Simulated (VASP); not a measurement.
These are PBEsol GGA, VASP's PBE PAW potentials (set 64) (plane waves; VASP 6.6.1) values and carry that method's errors.

A VASP calculation is set up with these files.

POSCAR:
```
Pt3Ti
1.0
  3.8978672699   0.0000000000   0.0000000000
  0.0000000000   3.8978672699   0.0000000000
  0.0000000000   0.0000000000   3.8978672699
Ti Pt
1 3
Cart
  0.0000000000   0.0000000000   0.0000000000
  0.0000000000   1.9489336349   1.9489336349
  1.9489336349   0.0000000000   1.9489336349
  1.9489336349   1.9489336349   0.0000000000
```

### INCAR
```
SYSTEM = Pt3Ti
PREC = Accurate; ENCUT = 400; LREAL = F
LASPH = T
EDIFF = 1E-8; NELM = 100; ALGO = Normal
LMAXMIX = 6
ISMEAR = 1; SIGMA = 0.1
GGA = PS
IBRION = 1; NSW = 30; ISIF = 2
EDIFFG = -0.001
LWAVE = F; LCHARG = F
```

KPOINTS:
```
Automatic mesh
0
Gamma
7 7 7
0 0 0
```

POTCAR, in this order: Ti_sv Pt (PBE.64 set). Program: vasp_std.

### Question
What will the output report for the number of irreducible k-points (NKPTS), largest plane-wave count, number of space-group operations, FFT grid (NGX, NGY, NGZ)?

### Answer

```yaml
number of irreducible k-points (NKPTS): 20
largest_plane_wave_count: 1092
number_of_space_group_operations: 48
FFT grid (NGX, NGY, NGZ): 28 × 28 × 28
```

The compound is Pt3Ti in the L1_2 structure. It was relaxed first. The start is the result of an earlier pass.
